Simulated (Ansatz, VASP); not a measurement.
## Cross-check of SbP between VASP and Ansatz

Aim: how closely do two programs agree when they are given the same cell, functional and k mesh? The cell is generated by rule, not measured, and may not be a known phase. The cell is taken from a series of runs on this material, whose earlier steps may have relaxed, scaled, displaced or heated it; both programs get it as it stands.

Main program and level: Ansatz 0.2.0; plane waves, with VASP 6.6.1 beside it; relaxation of cell and atoms at LDA.

## Step 1: The starting structure

Symmetry: P6_3/mmc, No. 194, hexagonal system. The conventional cell has a = 4.653 Å, b = 4.653 Å, c = 5.545 Å, α = 90.00°, β = 90.00°, γ = 120.00°. Nearest to Sb lie 5 P at 2.69 to 2.77 Å. P has 5 Sb at 2.69 to 2.77 Å nearest. Farther neighbours are not listed.

Structure file:

```cif
data_structure
_symmetry_space_group_name_H-M 'P 1'
_symmetry_Int_Tables_number 1
_cell_length_a 4.6527
_cell_length_b 4.6527
_cell_length_c 5.5446
_cell_angle_alpha 90.000
_cell_angle_beta 90.000
_cell_angle_gamma 120.000
_cell_volume 103.95
loop_
_atom_site_label
_atom_site_type_symbol
_atom_site_fract_x
_atom_site_fract_y
_atom_site_fract_z
_atom_site_occupancy
Sb1 Sb 0.33333 0.66667 0.25000 1
Sb2 Sb 0.66667 0.33333 0.75000 1
P3 P 0.66667 0.33333 0.25000 1
P4 P 0.33333 0.66667 0.75000 1
```

## Step 2: VASP: relaxation of cell and atoms, LDA, pair 1

The relaxed volume is the usual yardstick between codes: in a stiff, nearly cubic crystal its relative difference is about their pressure difference at one cell divided by the bulk modulus.

Lines of VASP's logs that name or quote its potential files are left out, and so is its time.

INCAR

```
SYSTEM = SbP
PREC = Accurate
ENCUT = 500
EDIFF = 1E-07
NELM = 120
ISMEAR = 1
SIGMA = 0.15
LREAL = .FALSE.
ALGO = Normal
GGA = CA
NBANDS = 16
LORBIT = 11
LWAVE = .FALSE.
LCHARG = .FALSE.
ISIF = 3
IBRION = 2
NSW = 80
EDIFFG = -0.005
LASPH = .TRUE.
GGA_COMPAT = .FALSE.
NELMIN = 4
KPAR = 2
```

POSCAR

```
SbP
1.0
    4.6527360000     -0.0000030000      0.0000000000
   -2.3263650000      4.0293890000      0.0000000000
    0.0000000000      0.0000000000      5.5445690000
Sb P
2 2
Direct
    0.3333332920      0.6666665839      0.2499999549
    0.6666667080      0.3333334161      0.7500000451
    0.6666667080      0.3333334161      0.2499999549
    0.3333332920      0.6666665839      0.7500000451
```

KPOINTS

```
Automatic mesh
0
Gamma
10 10 6
0 0 0
```

PAW data sets: Sb and P (LDA family, release 64).

The run is started by

```console
mpirun -np 2 vasp_std
```

Numbers of over 12 decimals in the logs are rounded to 6 here.

Log:

```text
[banner, memory and clock lines left out]
running    2 mpi-ranks, on    1 nodes
 distrk:  each k-point on    1 cores,    2 groups
 distr:  one band on    1 cores,    1 groups

 POSCAR found type information on POSCAR SbP
 POSCAR found :  2 types and       4 ions
 LDA part: xc-table for (Slater(with rela. corr.)+CA(PZ))
 , standard interpolation
 POSCAR, INCAR and KPOINTS ok, starting setup
 FFT: planning ... GRIDC
 FFT: planning ... GRID_SOFT
 FFT: planning ... GRID
 WAVECAR not read
 entering main loop
       N       E                     dE             d eps       ncg     rms          rms(c)
DAV:   1     0.898680189014E+02    0.89868E+02   -0.71893E+03  1792   0.982E+02
DAV:   2    -0.141180971376E+02   -0.10399E+03   -0.10043E+03  2488   0.167E+02
DAV:   3    -0.207802412615E+02   -0.66621E+01   -0.66166E+01  2392   0.482E+01
DAV:   4    -0.208625539158E+02   -0.82313E-01   -0.82260E-01  2192   0.630E+00
DAV:   5    -0.208643703411E+02   -0.18164E-02   -0.18163E-02  2520   0.923E-01    0.661E+00
DAV:   6    -0.204654107477E+02    0.39896E+00   -0.10166E+00  2016   0.444E+00    0.407E+00
DAV:   7    -0.204487824506E+02    0.16628E-01   -0.13333E-01  2424   0.188E+00    0.178E+00
DAV:   8    -0.204402187135E+02    0.85637E-02   -0.14554E-02  2088   0.626E-01    0.344E-01
DAV:   9    -0.204397673190E+02    0.45139E-03   -0.20910E-03  2328   0.263E-01    0.758E-02
DAV:  10    -0.204397933821E+02   -0.26063E-04   -0.15502E-04  2216   0.713E-02    0.509E-02
DAV:  11    -0.204398045780E+02   -0.11196E-04   -0.64637E-05  2192   0.387E-02    0.133E-02
DAV:  12    -0.204398001910E+02    0.43869E-05   -0.15420E-05  1976   0.202E-02    0.888E-03
DAV:  13    -0.204398002963E+02   -0.10523E-06   -0.19612E-06  2400   0.725E-03    0.168E-03
DAV:  14    -0.204398003017E+02   -0.54054E-08   -0.49260E-08  1224   0.133E-03
   1 F= -.20439800E+02 E0= -.20440231E+02  d E =-.204398E+02
 curvature:   0.00 expect dE= 0.000E+00 dE for cont linesearch  0.000E+00
 trial: gam= 0.00000 g(F)=  0.196E-40 g(S)=  0.331E-03 ort = 0.000E+00 (trialstep = 0.100E+01)
 search vector abs. value=  0.331E-03
 bond charge predicted
       N       E                     dE             d eps       ncg     rms          rms(c)
DAV:   1    -0.204403651385E+02   -0.56484E-03   -0.10318E-02  2224   0.480E-01    0.112E-01
DAV:   2    -0.204400316682E+02    0.33347E-03   -0.69105E-04  2096   0.130E-01    0.532E-02
DAV:   3    -0.204399318751E+02    0.99793E-04   -0.17136E-04  2272   0.604E-02    0.136E-02
DAV:   4    -0.204399199057E+02    0.11969E-04   -0.19104E-05  2312   0.213E-02    0.824E-03
DAV:   5    -0.204399189704E+02    0.93529E-06   -0.16006E-06  2368   0.714E-03    0.503E-03
DAV:   6    -0.204399188866E+02    0.83761E-07   -0.73304E-08  1208   0.188E-03
   2 F= -.20439919E+02 E0= -.20440325E+02  d E =-.118585E-03
 trial-energy change:   -0.000119  1 .order   -0.000119   -0.000331    0.000093
 step:   0.7814(harm=  0.7814)  dis= 0.00000  next Energy=   -20.439930 (dE=-0.129E-03)
 bond charge predicted
       N       E                     dE             d eps       ncg     rms          rms(c)
DAV:   1    -0.204399503582E+02   -0.31388E-04   -0.49375E-04  2216   0.105E-01    0.247E-02
DAV:   2    -0.204399345208E+02    0.15837E-04   -0.33110E-05  2112   0.285E-02    0.119E-02
DAV:   3    -0.204399297561E+02    0.47647E-05   -0.81641E-06  2272   0.132E-02    0.299E-03
DAV:   4    -0.204399291890E+02    0.56704E-06   -0.89636E-07  2296   0.461E-03    0.180E-03
DAV:   5    -0.204399291428E+02    0.46177E-07   -0.67993E-08  1144   0.155E-03
   3 F= -.20439929E+02 E0= -.20440340E+02  d E =-.128841E-03
 curvature:  -0.39 expect dE=-0.127E-05 dE for cont linesearch -0.717E-08
 trial: gam= 0.01730 g(F)=  0.176E-40 g(S)=  0.326E-05 ort =-0.246E-05 (trialstep = 0.956E+00)
 search vector abs. value=  0.327E-05
 reached required accuracy - stopping structural energy minimisation
```

From OUTCAR (step 2):

```text
ion  position               nearest neighbor table
   1  0.333  0.667  0.250-   3 2.69   3 2.69   3 2.69   4 2.77   4 2.77
   2  0.667  0.333  0.750-   4 2.69   4 2.69   4 2.69   3 2.77   3 2.77
   3  0.667  0.333  0.250-   1 2.69   1 2.69   1 2.69   2 2.77   2 2.77
   4  0.333  0.667  0.750-   2 2.69   2 2.69   2 2.69   1 2.77   1 2.77

  LATTYP: Found a hexagonal cell.
 ALAT       =     4.6527360000
 C/A-ratio  =     1.1916792614

 Subroutine GETGRP returns: Found 24 space group operations
 (whereof 12 operations were pure point group operations)

The static configuration has the point symmetry D_3d.
 The point group associated with its full space group is D_6h.

 Found     56 irreducible k-points:

   k-points           NKPTS =     56   k-points in BZ     NKDIM =     56   number of bands    NBANDS=     16

   dimension x,y,z NGX =    36 NGY =   36 NGZ =   40
   dimension x,y,z NGXF=    72 NGYF=   72 NGZF=   80

   ENCUT  =  500.0 eV  36.75 Ry    6.06 a.u.   8.48  8.48 10.11*2*pi/ulx,y,z

   NELECT =      20.0000    total number of electrons

 k-points in reciprocal lattice and weights: Automatic mesh
   0.00000000  0.00000000  0.00000000       0.002
   0.10000000 -0.00000000  0.00000000       0.010
   0.20000000 -0.00000000  0.00000000       0.010
   0.30000000  0.00000000  0.00000000       0.010
   0.40000000  0.00000000  0.00000000       0.010
   0.50000000 -0.00000000  0.00000000       0.005
   0.10000000  0.10000000  0.00000000       0.010
   0.20000000  0.10000000  0.00000000       0.020
   0.30000000  0.10000000  0.00000000       0.020
[...]
0.40000000  0.20000000  0.50000000       0.010
   0.30000000  0.30000000  0.50000000       0.010

 average (electrostatic) potential at core
       1 -87.8268       2 -87.8268       3 -83.8515       4 -83.8515

 E-fermi :   6.2760

 k-point     1 :       0.0000    0.0000    0.0000
  band No.  band energies     occupation
    ...
      8       3.9908      2.00000
      9       4.0775      2.00000
     10       4.0775      2.00000
     11       6.0212      2.03719
     12       6.0212      2.03719
     13       8.6653     -0.00000
     14       8.6654     -0.00000
     15      10.2370      0.00000
     16      10.6743      0.00000

 k-point     2 :       0.1000   -0.0000    0.0000
  band No.  band energies     occupation
    ...
      8       3.8376      2.00000
      9       3.9924      2.00000
     10       4.5748      2.00000
     11       5.9719      2.01462
     12       6.2770      0.98905
     13       8.6807     -0.00000
     14       8.9015     -0.00000
     15      10.4927      0.00000
     16      10.6686      0.00000

 k-point     3 :       0.2000   -0.0000    0.0000
  band No.  band energies     occupation
    ...
      7       2.6436      2.00000
      8       3.4305      2.00000
      9       3.7863      2.00000
     10       5.3266      2.00000
     11       6.0870      2.07055
     12       6.9685     -0.00000
     13       8.8574     -0.00000
     14       9.5340      0.00000
     15      10.3270      0.00000
     16      10.4246      0.00000

  Total       -0.0084668     -0.0084668      0.0112623     -0.0000000      0.0000000      0.0000000
  in kB       -0.1301513     -0.1301513      0.1731250     -0.0000000      0.0000000      0.0000000
  external PRESSURE =      -0.0290592 kB  Pullay stress =       0.0000000 kB

  energy-cutoff  :      500.00
  volume of cell :      104.23
      direct lattice vectors                 reciprocal lattice vectors
     4.656524439 -0.000003002 -0.000000000     0.214752523  0.123987223  0.000000000
    -2.328259217  4.032669885  0.000000000     0.000000160  0.247974766  0.000000000
    -0.000000000  0.000000000  5.550409335     0.000000000 -0.000000000  0.180166892

 POSITION                                       TOTAL-FORCE (eV/Angst)
 -----------------------------------------------------------------------------------
      0.00000      2.68845      1.38760        -0.000000     -0.000000      0.000000
      2.32826      1.34422      4.16281         0.000000      0.000000     -0.000000
      2.32826      1.34422      1.38760        -0.000000      0.000000     -0.000000
      0.00000      2.68845      4.16281        -0.000000     -0.000000      0.000000
 -----------------------------------------------------------------------------------
    total drift:                                0.000021     -0.000033     -0.000001

  FREE ENERGIE OF THE ION-ELECTRON SYSTEM (eV)
  ---------------------------------------------------
  free  energy   TOTEN  =       -20.4399291428 eV

  energy  without entropy=      -20.4411612147  energy(sigma->0) =      -20.44033983

 reached required accuracy - stopping structural energy minimisation

 total charge
# of ion       s       p       d       tot
------------------------------------------
    1        1.247   1.089   0.061   2.397
    2        1.247   1.089   0.061   2.397
    3        1.115   1.328   0.000   2.444
    4        1.115   1.328   0.000   2.444
--------------------------------------------------
tot          4.725   4.834   0.122   9.681

[... 3 further parts left out ...]
```

CONTCAR:

```
SbP
   1.00000000000000
     4.6565244392370237   -0.0000030020648273   -0.0000000000000000
    -2.3282592168485325    4.0326698854738012    0.0000000000000000
    -0.0000000000000000    0.0000000000000000    5.5504093346412517
  Sb              P
     2     2
Direct
     0.3333332919999989    0.6666665839000032    0.2499999548999980
     0.6666667080000011    0.3333334160999968    0.7500000451000020
     0.6666667080000011    0.3333334160999968    0.2499999548999980
     0.3333332919999989    0.6666665839000032    0.7500000451000020
```

## Step 3: Ansatz: relaxation of cell and atoms, LDA, pair 1

Ansatz runs on its default PAW (the set named soft_2) files.

The same cell, functional (in two slightly different forms), mesh and smearing now go to Ansatz, which takes its cutoff from its data sets.

input.yaml

```yaml
crystal:
  lattice:
    - [4.6527355808, -3.065e-06, 0.0]
    - [-2.326365136, 4.0293887426, 0.0]
    - [0.0, 0.0, 5.5445690616]
  atoms:
    - { symbol: Sb, position: [0.3333333333, 0.6666666667, 0.25] }
    - { symbol: Sb, position: [0.6666666667, 0.3333333333, 0.75] }
    - { symbol: P, position: [0.6666666667, 0.3333333333, 0.25] }
    - { symbol: P, position: [0.3333333333, 0.6666666667, 0.75] }
kpoints:
  mp_grid: { grid: [10, 10, 6] }
hamiltonian:
  xc: lda
scf:
  occupations: { method: methfessel_paxton, width: 0.15 }
output:
  forces: true
  stress: true
  eigenvalues: true
relax:
  adjacent_minimum: "off"
  f_tol: 0.001
  max_steps: 60
  cell: { stress_tol: 0.01 }
```

The run is started by

```console
ansatz run input.yaml --threads 4 --pin off --max-ram 7168MiB --backend cpu --events-out ev --progress --plain --runs-dir out
```

Log:

```text
Engine: ansatz 0.2.0, aarch64-unknown-linux-gnu
Pseudopotentials: kind: paw
Pseudopotential: Sb, paw, valence charge 15, recommended cutoff 420 eV (normal), Sb.paw.azcp
Pseudopotential: P, paw, valence charge 5, recommended cutoff 420 eV (normal), P.paw.azcp
Functional definition: SPW92
  exchange = slater_x
  correlation = pw_c
Crystal: 4 atoms, lattice volume = 103.948 Å³
Basis set: ecut = 420 eV, 2029 PW (Γ)
Bands: 24, of which v1, the nominal top of the filled ones, is band 20 counted from 1 (19 counted from 0)
Symmetry: 24 space group operations
Space group: P63/mmc (ITA 194), of the structure as read, at distance tolerance 4.7e-5 Å
k-points: 56 of 600
Non-local potential: Sb, projectors of the file, l = 0: 2, l = 1: 2, l = 2: 2, l = 3: 2
Non-local potential: P, projectors of the file, l = 0: 2, l = 1: 2, l = 2: 2
PAW form: soft (Blöchl's): semilocal exchange-correlation on the pseudo side does not see the compensation charge
PAW frozen core: Sb, regenerated for the run's functional, and the local potential with it (the file was generated under x = pbe(κ = 0.804, μ = 0.219515), c = pbe(β = 0.066725))
PAW frozen core: P, regenerated for the run's functional, and the local potential with it (the file was generated under x = pbe(κ = 0.804, μ = 0.219515), c = pbe(β = 0.066725))
PAW one-centre angular grid: Sb, 590 points (default); XC on 64 Gauss nodes
PAW one-centre angular grid: P, 110 points (default); XC on 64 Gauss nodes
Initial density: superposition of atomic densities (neutral atoms: chi_scale 0, normalization atom), corrected by the library's trained network
Initial wavefunctions: pseudopotential atomic-orbital guess
Functional: x = slater, c = lda
SCF iter   1: F=—  HF=-14122.346397 eV  |F-HF|=—  |Δ(HF+E_count)|=         —  Δρ=6.58e-3  dr2=4.50e-2  ethr=1.77e-3  ⟨swp⟩=6.8  Hψ=6679  notcnv=0
preconditioner: auto → LDOS  [metal: Δε(μ)=0.044 eV  Ē_g=7.784 eV  σ=0.150 eV  W_gap=0.24  n_scr=22 (ndim 8)  ℏωp=16.3 eV  f_vac=0.049  D(μ)=2.00/eV (n_scr^D=8)  β→1.0]
SCF iter   2: F=—  HF=-14122.329877 eV  |F-HF|=—  |Δ(HF+E_count)|=   1.65e-2  S|Δr|=    0.00e0  Δρ=9.11e-4  dr2=8.07e-4  ethr=1.12e-4  ⟨swp⟩=2.8  Hψ=2710  notcnv=0
SCF iter   3: F=—  HF=-14122.329551 eV  |F-HF|=—  |Δ(HF+E_count)|=   3.26e-4  S|Δr|=    0.00e0  Δρ=5.66e-4  dr2=2.15e-4  ethr=2.02e-6  ⟨swp⟩=2.3  Hψ=2507  notcnv=0
SCF iter   4: F=—  HF=-14122.329423 eV  |F-HF|=—  |Δ(HF+E_count)|=   1.28e-4  S|Δr|=    0.00e0  Δρ=1.71e-4  dr2=1.80e-5  ethr=5.38e-7  ⟨swp⟩=2.1  Hψ=2418  notcnv=0
SCF iter   5: F=—  HF=-14122.329411 eV  |F-HF|=—  |Δ(HF+E_count)|=   1.14e-5  S|Δr|=    0.00e0  Δρ=4.34e-5  dr2=1.20e-6  ethr=4.49e-8  ⟨swp⟩=2.0  Hψ=2285  notcnv=0
SCF iter   6: F=-14122.329411 eV  HF=-14122.329411 eV  |F-HF|=2.48e-8  |Δ(HF+E_count)|=   8.01e-7  S|Δr|=    0.00e0  Δρ=6.45e-6  dr2=2.92e-8  ethr=2.50e-10  ⟨swp⟩=8.3  Hψ=7231  notcnv=0
SCF 1 converged in 6 iterations: F = -14122.329411 eV  dr2 = 2.92e-8
  greatest PAW one-centre occupation: 0.998 electrons in one spin orbital (limit 2), on the Sb atom at site 1 (counted from 0), in its partial waves of l = 2
relax step   1: F+E_penalty+E_count = -14122.32941066 eV  Δ(F+E_penalty+E_count) = +0.000e0 eV  max|allowed force component| = 1.351e-15 eV/Å  Δτ_max = 0.0000 Å  P = +0.010 GPa  Ω = 103.948 Å³  (6 SCF iters, dr2 threshold 1.00e-7 eV, accepted)
[...]
relax step   2: F+E_penalty+E_count = -14122.32942670 eV  Δ(F+E_penalty+E_count) = -1.604e-5 eV  max|allowed force component| = 4.256e-16 eV/Å  Δτ_max = 0.0000 Å  P = +0.001 GPa  Ω = 103.984 Å³  energy of the carried Pulay correction = -8.706e-6 eV  (3 SCF iters, dr2 threshold 2.87e-8 eV, accepted)
[...]
relax step   3: F+E_penalty+E_count = -14122.32943334 eV  Δ(F+E_penalty+E_count) = -6.644e-6 eV  max|allowed force component| = 4.256e-16 eV/Å  Δτ_max = 0.0000 Å  P = -0.000 GPa  Ω = 103.981 Å³  energy of the carried Pulay correction = -7.969e-6 eV  (3 SCF iters, dr2 threshold 4.46e-9 eV, accepted)
[...]
relax step   4: F+E_penalty+E_count = -14122.32944344 eV  Δ(F+E_penalty+E_count) = -1.010e-5 eV  max|allowed force component| = 3.146e-16 eV/Å  Δτ_max = 0.0000 Å  P = -0.000 GPa  Ω = 103.981 Å³  stress off target by 3.89e-4 GPa  SCF on the basis re-selected at this cell (its energy is not comparable with the rows above)  (7 SCF iters)
basis re-selected at this cell: Δ(F+E_penalty+E_count) = -1.010e-5 eV, ΔP = +0.000 GPa vs the last step (what re-selecting the basis moved, of the pressure what is left beyond the Pulay correction that the steps carried, after the strain that the cell walked since its last selection, with what the two solves' SCF thresholds leave and, on support functions, any second-order correction that the steps lacked; it is no m [...]
SCF converged after 7 iterations
Stability not checked: this state was not tested for a lower state beside it, because cold or Methfessel-Paxton smearing, or corrected tetrahedra, fill the levels in a way that the test cannot read (fill_not_monotonic; see scf.lower_state_search)
Free energy (F): -14122.329443 eV
Harris-Foulkes:  -14122.329443 eV  (|F-HF|=1.82e-12)
Internal energy: -14122.330657 eV  (E = F + TS)
E sigma→0 (E₀):  -14122.329747 eV
Entropy (-TS):   0.001214 eV (0.303 meV/atom)
Fermi energy:    8.169121 eV
--- Per-component energies (eV) ---
  E_band       = -379.107821
  E_kinetic    = 556.239702
  E_local      = -3758.081372  (includes V_loc(G=0)·N_el)
  E_nonlocal   = 803.458033
  E_hartree    = 1670.316051
  E_xc         = -397.547817
  E_vxc        = -315.666987  (∫ρ·V_xc dr)
  E_paw        = -9932.518600  (= ΣΔE_a)
  E_vpaw       = -1005.689321  (= ΣTr[D̂ρ^β])
  E_aug_tail   = 0.000002  (compensation charges beyond the density's cutoff)
  E_ewald      = -3065.549007
  E_core_change = 1.352350  (= ΣΔE_core)
  E_smearing   = 0.001214  (= −TS)
  E_closure    = 0.000000  (closes the sum)
  Σ components = -14122.329443   (vs F -14122.329443, Δ=0.00e0)
--- Forces (eV/Å), atoms counted from 1 ---
  atom   1  Sb    -0.00000000     0.00000000    -0.00000000
  atom   2  Sb     0.00000000    -0.00000000     0.00000000
  atom   3  P     -0.00000000    -0.00000000     0.00000000
  atom   4  P      0.00000000    -0.00000000    -0.00000000
  max |Σ_I F_I| component: 2.96e-16 eV/Å
--- Stress (GPa, compression-positive) ---
       -0.000200       0.000000       0.000000
        0.000000      -0.000200       0.000000
        0.000000       0.000000      -0.000389
  P = ⅓ Tr σ = -0.0003 GPa (-0.003 kbar)
--- Band table (eV; the first three rows and the last of 56) ---
  k-point 0: bands = [... 16 lower, 4.0149, 5.8940, 5.9704, 5.9704, 7.9175, 7.9175, 10.5657, 10.5657]
  k-point 1: bands = [... 16 lower, 3.7811, 5.7491, 5.7491, 6.8780, 8.0044, 8.0044, 10.2325, 10.2325]
  k-point 2: bands = [... 16 lower, 4.1078, 5.2155, 5.2155, 8.1854, 8.3093, 8.3093, 9.0694, 9.5360]
  k-point 55: bands = [... 16 lower, 6.9414, 6.9414, 8.0113, 8.0113, 8.8033, 8.8033, 9.3766, 9.3766]
--- Relaxed structure (3 steps of the walk, 3 accepted, 1 SCFs on fresh bases) ---
  F+E_penalty+E_count = -14122.32944344 eV   max|allowed force component| = 3.146e-16 eV/Å   (the final SCF, on the basis selected at the relaxed cell)
  cell:  # Å, volume = 103.9809 Å³
    - [4.651761, -3.064376276414415e-6, 0]
    - [-2.325878, 4.028544, 0]
    - [0, 0, 5.548664]
  atoms:
    - { symbol: Sb, position: [0.333333, 0.666667, 0.25] }
    - { symbol: Sb, position: [0.666667, 0.333333, 0.75] }
    - { symbol: P, position: [0.666667, 0.333333, 0.25] }
    - { symbol: P, position: [0.333333, 0.666667, 0.75] }
```

## Step 4: Side by side

Known differences besides the potentials themselves: the two LDA forms differ slightly; the data sets hold 40 valence electrons in Ansatz (on its default PAW (the set named soft_2) files) and 20 in VASP; the cutoff is 420 eV in Ansatz and 500 eV in VASP; VASP's log shows a relativistic correction to its local exchange, Ansatz's none; Ansatz adds a Pulay correction to the stress that steers its cell, VASP none. Total energies have different zeros and are not compared.

The two programs side by side:

| quantity | Ansatz | VASP | difference |
| --- | --- | --- | --- |
| volume (Å³) | 103.98 | 104.23 | -0.24 % |
| edge a after relaxation, in the typed setting (Å) | 4.652 | 4.657 | -0.10 % |
| edge c after relaxation, in the typed setting (Å) | 5.549 | 5.550 | -0.03 % |

[end of part 1 of 2]

[Lines on the potential files, build, host, timing and source positions are cut from VASP's logs without a mark.]

[Logs are printed without paths, hosts, clocks, repeated set-up lines and the standing remarks that a program may print on its own settings, such as how far it seeks lower states.]

[Hosts, paths, dates, database ids (printed as entryN), source tags and the programs' standing remarks are cut or masked in the printed files.]
